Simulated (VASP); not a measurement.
Crystal: Sc.

```
Sc
1.0
     3.30900    0.00000    0.00000
    -1.65450    2.86568    0.00000
     0.00000    0.00000    5.27330
Sc
2
Cartesian
  0.0000 1.9105 1.3183
  1.6545 0.9552 3.9550
```

Program: VASP 6.6.1. Alike in all runs: task electric field gradients; potentials or basis VASP PAW PBE potentials, release 64 (Sc_sv); no spin polarisation; cell as given; k mesh 11 × 11 × 6; smearing fermi-dirac 0.05 eV. Hardware: 1 thread of Intel(R) Xeon(R) 6975P-C (Granite Rapids), with other jobs on the host.

Question: Order these runs on this cell by their wall time, lowest first.
A. level PBEsol; cutoff (eV) 500
B. level r2SCAN; cutoff (eV) 520
C. level PBEsol; cutoff (eV) 700

Answer: A (15 s), C (31 s), B (150 s).
